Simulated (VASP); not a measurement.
Input:

```xyz
6
Lattice="4.8114 0.0000 0.0000 -2.4057 4.1668 0.0000 0.0000 0.0000 4.5250" Properties=species:S:1:pos:R:3 pbc="T T T"
Mg     0.0000     0.0000     0.0000
Pt     3.1708     0.0000     2.2625
Pt     0.8203     1.4208     2.2625
Pt     3.2260     2.7460     2.2625
Pt     2.4057     1.3889     0.0000
Pt     0.0000     2.7779     0.0000
```

All values below come from PBEsol GGA, VASP's PBE PAW potentials (set 64) (plane waves; VASP). Numerical set-up: 400 eV cut-off, Gaussian smearing of 0.050 eV, potentials Mg Pt.

Question: Give the energies of bands 17 to 30 at the high-symmetry points, in eV from the Fermi level.

Answer: 
| band | Γ | M | K | A | L | H |
|---|---|---|---|---|---|---|
| 17 | -2.59 | -2.57 | -2.80 | -3.34 | -2.18 | -2.32 |
| 18 | -2.48 | -2.46 | -2.80 | -2.55 | -2.06 | -2.15 |
| 19 | -2.48 | -2.39 | -1.90 | -2.55 | -1.75 | -2.13 |
| 20 | -1.36 | -1.50 | -1.14 | -2.31 | -1.48 | -1.63 |
| 21 | -1.36 | -1.08 | -1.03 | -1.76 | -1.08 | -1.63 |
| 22 | -0.87 | -1.03 | -1.03 | -1.76 | -0.87 | -0.94 |
| 23 | -0.87 | -1.02 | -0.88 | -0.90 | -0.70 | -0.94 |
| 24 | -0.48 | -0.84 | -0.88 | -0.90 | -0.43 | -0.62 |
| 25 | -0.43 | -0.54 | -0.69 | -0.11 | -0.12 | -0.20 |
| 26 | -0.05 | 0.23 | -0.69 | -0.11 | -0.11 | -0.18 |
| 27 | -0.05 | 0.28 | -0.43 | 0.06 | 0.26 | 0.02 |
| 28 | 3.46 | 1.10 | 0.36 | 4.42 | 0.30 | 0.02 |
| 29 | 3.46 | 3.13 | 4.84 | 4.42 | 0.36 | 0.43 |
| 30 | 3.88 | 4.92 | 5.84 | 5.48 | 1.44 | 0.43 |

It has no gap at this level: it comes out as a metal or semimetal.

The structure comes from a computed database's MgPt5 entry (P-62m); how it stands against other phases isn't given here. It was relaxed first.
